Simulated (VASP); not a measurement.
# A VASP study of Al2Cl (revTPSS + D4): structure first, properties next, part 2 of 2

What structure does Al2Cl take at this level, and what are its properties? The cell is invented: other elements were put on sites of a known structure type. It may not be a known or stable phase.

VASP 6.6.1, plane waves and PAW; the level of theory is named at each step.

Still holding for the runs below: This run has no spin polarisation. Its electron count is odd, so without a moment it is a metal by construction.

So far. Step 5 (Band structure (revTPSS + D4)): Of the bands kept, 2 cross the Fermi level on this path. Step 6 (Total and projected DOS (revTPSS + D4)): The finer mesh and the other smearing move the Fermi level by -0.06 eV from the 6×6×6 run, one measure of the sampling error in the zero of the bands above.

### 7. Band structure (TB-mBJ)

This step: TB-mBJ; plane waves and PAW (Al, Cl); invented cell (VASP 6.6.1).

The mesh alone shows little of the dispersion and can miss band extrema, so KPOINTS_OPT adds a path through the symmetry points after the self-consistent cycle. TB-mBJ is a local potential fitted to gaps: it costs far less than a hybrid but gives no energy.

File INCAR:

```
SYSTEM = Al2Cl
PREC = Accurate
ENCUT = 400
EDIFF = 1E-06
NELM = 150
ISMEAR = 0
SIGMA = 0.05
LREAL = .FALSE.
ALGO = Normal
METAGGA = MBJ
LASPH = .TRUE.
NBANDS = 19
LORBIT = 11
LWAVE = .FALSE.
LCHARG = .FALSE.
```

File POSCAR:

```
Al2Cl
1.0
    0.0000000000      3.4802119082      3.4802119082
    3.4802119082      0.0000000000      3.4802119082
    3.4802119082      3.4802119082      0.0000000000
Al Cl
2 1
Direct
    0.2500000000      0.2500000000      0.2500000000
    0.7500000000      0.7500000000      0.7500000000
    0.0000000000      0.0000000000      0.0000000000
```

File KPOINTS:

```
Automatic mesh
0
Gamma
6 6 6
0 0 0
```

File KPOINTS_OPT:

```
Line mode
16
Line-mode
Reciprocal
  0.00000000   0.00000000   0.00000000 GAMMA
  0.50000000   0.00000000   0.50000000 X

  0.50000000   0.00000000   0.50000000 X
  0.50000000   0.25000000   0.75000000 W

  0.50000000   0.25000000   0.75000000 W
  0.37500000   0.37500000   0.75000000 K

  0.37500000   0.37500000   0.75000000 K
  0.00000000   0.00000000   0.00000000 GAMMA

  0.00000000   0.00000000   0.00000000 GAMMA
  0.50000000   0.50000000   0.50000000 L

  0.50000000   0.50000000   0.50000000 L
  0.62500000   0.25000000   0.62500000 U

  0.62500000   0.25000000   0.62500000 U
  0.50000000   0.25000000   0.75000000 W

  0.50000000   0.25000000   0.75000000 W
  0.50000000   0.50000000   0.50000000 L

  0.50000000   0.50000000   0.50000000 L
  0.37500000   0.37500000   0.75000000 K

  0.62500000   0.25000000   0.62500000 U
  0.50000000   0.00000000   0.50000000 X
```

PAW data sets: Al and Cl (PBE family, release 64).

On the command line:

```sh
$ mpirun -np 1 vasp_std
```

Wall time 43 s (1 MPI rank of Intel Xeon 6975P-C (Granite Rapids), shared host); peak memory 0.2 GiB.

This functional is a potential without an energy, so its energies, forces and stress mean nothing and are not read.

This step gave:

```yaml
scf_cycles: 31
irreducible_k_points: 16
fermi_energy: 3.479 eV
```

The electronic bands at the labelled points (eV, zero at the Fermi level; # counts the bands kept):

| point | #3 | #4 | #5 | #6 | #7 | #8 | #9 | #10 |
| --- | --- | --- | --- | --- | --- | --- | --- | --- |
| Γ | -5.35 | -5.35 | -0.95 | 0.25 | 0.25 | 0.25 | 4.21 | 4.21 |
| 0.47 of the way | -5.58 | -3.75 | -2.51 | 0.71 | 0.71 | 0.93 | 2.96 | 5.06 |
| X | -5.84 | -3.33 | -1.67 | -1.52 | 1.52 | 1.52 | 4.54 | 4.81 |
| 0.53 of the way | -5.87 | -2.88 | -1.72 | -1.27 | 0.73 | 1.79 | 3.71 | 4.93 |
| W | -5.90 | -2.21 | -2.21 | -0.46 | -0.31 | 2.53 | 2.53 | 5.07 |
| 0.47 of the way | -5.84 | -2.61 | -1.94 | -0.79 | 0.26 | 2.00 | 3.00 | 4.96 |
| K | -5.74 | -2.88 | -1.82 | -0.92 | 0.87 | 1.47 | 3.31 | 4.70 |
| 0.53 of the way | -5.43 | -3.86 | -2.26 | 0.30 | 0.93 | 2.08 | 2.65 | 2.71 |
| Γ | -5.35 | -5.35 | -0.95 | 0.25 | 0.25 | 0.25 | 4.21 | 4.21 |
| 0.47 of the way | -5.43 | -4.36 | -2.01 | 0.57 | 0.57 | 1.85 | 2.98 | 2.98 |
| L | -5.53 | -4.32 | -1.52 | 0.75 | 0.75 | 1.90 | 3.06 | 3.06 |
| 0.47 of the way | -5.60 | -3.52 | -1.77 | -0.02 | 1.05 | 1.58 | 2.95 | 3.38 |
| U | -5.74 | -2.88 | -1.82 | -0.92 | 0.87 | 1.47 | 3.31 | 4.70 |
| 0.47 of the way | -5.82 | -2.66 | -1.91 | -0.82 | 0.36 | 1.92 | 3.06 | 4.92 |
| W | -5.90 | -2.21 | -2.21 | -0.46 | -0.31 | 2.53 | 2.53 | 5.07 |
| 0.47 of the way | -5.68 | -3.13 | -1.91 | -0.19 | 0.69 | 1.76 | 2.71 | 4.18 |
| L | -5.53 | -4.32 | -1.52 | 0.75 | 0.75 | 1.90 | 3.06 | 3.06 |
| 0.47 of the way | -5.60 | -3.52 | -1.77 | -0.02 | 1.05 | 1.58 | 2.95 | 3.38 |
| K | -5.74 | -2.88 | -1.82 | -0.92 | 0.87 | 1.47 | 3.31 | 4.70 |
| jump to U | -5.74 | -2.88 | -1.82 | -0.92 | 0.87 | 1.47 | 3.31 | 4.70 |
| 0.53 of the way | -5.81 | -3.16 | -1.59 | -1.50 | 1.28 | 1.50 | 4.32 | 4.79 |
| X | -5.84 | -3.33 | -1.67 | -1.52 | 1.52 | 1.52 | 4.54 | 4.81 |

Of the projections kept (Al, Cl), the largest for each band there; the rest of the weight can lie on other orbitals:

| point | #3 | #4 | #5 | #6 | #7 | #8 | #9 | #10 |
| --- | --- | --- | --- | --- | --- | --- | --- | --- |
| Γ | Cl 0.99 | Cl 0.99 | Al 1.00 | Al 1.00 | Al 1.00 | Al 1.00 | Al 1.00 | Al 1.00 |
| X | Cl 0.96 | Al 1.00 | Al 0.80 | Cl 0.71 | Cl 0.55 | Cl 0.55 | Cl 0.55 | Al 1.00 |
| W | Cl 0.95 | Cl 0.57 | Cl 0.57 | Cl 0.65 | Al 0.77 | Al 0.67 | Al 0.67 | Al 1.00 |
| K | Cl 0.96 | Al 0.63 | Cl 0.65 | Al 0.50 | Al 0.64 | Al 0.50 | Al 1.00 | Al 0.86 |
| Γ | Cl 0.99 | Cl 0.99 | Al 1.00 | Al 1.00 | Al 1.00 | Al 1.00 | Al 1.00 | Al 1.00 |
| L | Cl 0.98 | Al 0.88 | Cl 0.69 | Al 1.00 | Al 1.00 | Al 0.90 | Al 0.65 | Al 0.65 |

There is no gap at this level.

### 8. Zone-centre phonons (revTPSS + D4)

This step: revTPSS with D4; plane waves and PAW (Al, Cl); invented cell (VASP 6.6.1).

Zone-centre modes test whether the atoms sit at a minimum within this cell. IBRION = 6 takes the force constants from differences of forces between displaced cells, so the forces must be tight.

File INCAR:

```
SYSTEM = Al2Cl
PREC = Accurate
ENCUT = 400
EDIFF = 1E-08
NELM = 100
ISMEAR = 1
SIGMA = 0.2
LREAL = .FALSE.
ALGO = Normal
METAGGA = RTPSS
IVDW = 13
VDW_S6 = 1
VDW_S8 = 1.53089454
VDW_A1 = 0.44880597
VDW_A2 = 4.64042317
LASPH = .TRUE.
NBANDS = 12
LORBIT = 11
LWAVE = .FALSE.
LCHARG = .FALSE.
IBRION = 6
NFREE = 2
POTIM = 0.015
ISIF = 2
NSW = 1
```

POSCAR is that of step 7.

File KPOINTS:

```
Automatic mesh
0
Gamma
10 10 10
0 0 0
```

On the command line:

```sh
$ mpirun -np 1 vasp_std
```

Elapsed: 4.5 min, on 1 MPI rank; peak memory 0.31 GiB.

The last energy, forces, stress and levels in OUTCAR belong to the last displaced cell, not to the cell of POSCAR.

This step gave:

| Item | Value |
| --- | --- |
| bands | 12 |
| irreducible k-points | 47 |
| pressure of the cell | 0.04327 GPa |
| largest force of the cell | 0 eV/Å |

Modes at Γ, with each element's share of the kinetic energy (negative means imaginary):

| mode | frequency (cm⁻¹) | symmetry | Al % | Cl % |
| --- | --- | --- | --- | --- |
| 1 | -123.1 | T1u | 39 | 61 |
| 2 | -123.1 | T1u | 39 | 61 |
| 3 | -123.1 | T1u | 39 | 61 |
| 4 | 0.5 | acoustic | 61 | 39 |
| 5 | 0.5 | acoustic | 61 | 39 |
| 6 | 0.5 | acoustic | 61 | 39 |
| 7 | 144.3 | T2g | 100 | 0 |
| 8 | 144.3 | T2g | 100 | 0 |
| 9 | 144.3 | T2g | 100 | 0 |

Displacements in mode 2 (-123.1 cm⁻¹), the largest set to 1:
```
Al1  0.24 -0.28 -0.65
Al2  0.24 -0.28 -0.65
Cl3 -0.36  0.43  1.00
```

Displacements in mode 9 (144.3 cm⁻¹), the largest set to 1:
```
Al1 -1.00 -0.07  0.35
Al2  1.00  0.07 -0.35
Cl3  0.00  0.00  0.00
```

The three acoustic modes lie within 0.5 cm⁻¹ of zero, but 3 optical modes are imaginary, so the cell is a saddle point and not a minimum. By the characters of their eigenvectors the optical modes sort into (cm⁻¹) Raman active: T2g 144; infrared active: T1u 123i. With a centre of inversion no mode is active in both.

### 9. Results

```yaml
relaxed_volume: 28.10 Å³/atom
relaxed_conventional_cell_a_b_c: 6.960, 6.960, 6.960 Å
space_group_after_relaxing_within_0p02_a: Fm-3m (No. 225)
band_gap: none, a metal
dos_at_the_fermi_level: 1.38 states/eV/cell
band_gap_tb_mbj: none, a metal
highest_zone_centre_mode: 144 cm⁻¹
imaginary_zone_centre_modes: 3, down to 123i cm⁻¹
```

**Reading.** With revTPSS + D4, Al2Cl relaxes to 28.10 Å³/atom in space group Fm-3m (held by the symmetry of the run) and comes out as a metal. Band structure (revTPSS + D4): Of the bands kept, 2 cross the Fermi level on this path. Band structure (TB-mBJ): Of the bands kept, 2 cross the Fermi level on this path. Zone-centre phonons (revTPSS + D4): The highest mode in this list at Γ, 144.3 cm⁻¹, is mostly motion of Al (100 % of the kinetic energy). 3 modes are imaginary, down to 123.1i cm⁻¹: the energy falls along them. The other levels ran on the cell relaxed with revTPSS + D4, and without spin-orbit coupling unless named. The k-sampling is coarse for a metal, so the Fermi level, pressures and the shape of the cell carry errors. With an odd electron count and no spin the cell is a metal by construction. Imaginary modes at Γ mean that the cell would distort to a lower symmetry. No search among competing phases was made. All values are for a static lattice at zero temperature.

[Lines on the potential files, build, host, timing and source positions are cut from VASP's logs without a mark.]

[Logs are printed without paths, hosts, clocks, repeated set-up lines and the standing remarks that a program may print on its own settings, such as how far it seeks lower states.]

[Hosts, paths, dates, database ids (printed as entryN), source tags and the programs' standing remarks are cut or masked in the printed files.]

[A measured line is paired with the nearest computed mode of its activity, which favours agreement.]
